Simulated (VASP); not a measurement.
Given:

```yaml
crystal:
  lattice:
    - [0.00000, 2.47975, 2.47975]
    - [2.47975, 0.00000, 2.47975]
    - [2.47975, 2.47975, 0.00000]
  atoms:
    - { symbol: Pb, position: [0.00000, 0.00000, 0.00000] }
```

Calculation: SCAN meta-GGA, VASP's PBE PAW potentials (set 64) (plane waves; VASP). Run with 520 eV cut-off, 14×14×14 Γ-centred mesh, tetrahedra with Blöchl corrections, potentials Pb_d.

Unless said otherwise, spin-orbit coupling is left out, though it shifts the bands of the heavy elements here.

### Question
Predict the energy per atom (σ→0), band gap (over mesh and band path) with the smallest direct gap where there is one.

### Answer

```json
{
  "band gap (over mesh and band path)": "none (metal, semimetal or under 0.01 eV)",
  "energy per atom (σ→0)": "-75.738 eV/atom"
}
```

Total energies compare only between runs with the same potentials, cut-off and functional.

The compound is Pb in the fcc structure. It was relaxed first.
